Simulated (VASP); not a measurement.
VASP runs on HfN (rock salt) share one base input (PBE GGA, plane waves, VASP's PBE PAW potentials (set 64)) and change the settings named in each case.

File POSCAR:
```
HfN
1
    0.0000000000     2.2600000000     2.2600000000
    2.2600000000     0.0000000000     2.2600000000
    2.2600000000     2.2600000000     0.0000000000
Hf N
1 1
Direct
  0.0000000000   0.0000000000   0.0000000000
  0.5000000000   0.5000000000   0.5000000000
```

**INCAR**
```
! general
SYSTEM =HfN
PREC   =Accurate
ENCUT  =520
LREAL  =.FALSE.   ! projection in real space or not
LASPH  =.TRUE.

! electronic loop
EDIFF  =1E-6
NELM   =100
ALGO   =Normal   ! blocked Davidson
LMAXMIX=6   ! l cut-off of mixed one-centre charges

! smearing
ISMEAR =1   ! Methfessel-Paxton
SIGMA  =0.1   ! width (eV)

! functional
GGA    =PE

! ions
ISIF   =2   ! forces and stress, cell fixed

! output
LWAVE  =.FALSE.
LCHARG =.FALSE.
```

File KPOINTS:
```
Automatic mesh
0
Gamma
13 13 13
0 0 0
```

POTCAR, in this order: Hf_pv N (PBE.64 set). Program: vasp_std.

| change | E(σ→0) (eV/atom) | −TS (eV) | electronic steps |
|---|---|---|---|
| base run | -10.8772 | -0.0003 | 13 |
| NBANDS = 8 | -10.8738 | -0.0013 | 13 |
| NBANDS = 9 | -10.8761 | -0.0007 | 13 |
| NBANDS = 15 | -10.8772 | -0.0003 | 13 |
| NBANDS = 22 | -10.8772 | -0.0003 | 13 |
 Unless said otherwise, spin-orbit coupling is left out, though it shifts the bands of the heavy elements here.

Left out are runs that ran out of time, are held back, or changed the cell or the kind of run, fixed moments of cells without a moment, rows past the twelfth, gaps on odd meshes, pressures of charged cells and columns that move by less than the noise.

The compound is HfN in the rock salt structure. The cell was not relaxed at this level. The electron count is odd and the run is not spin-polarised, which forces a metal.
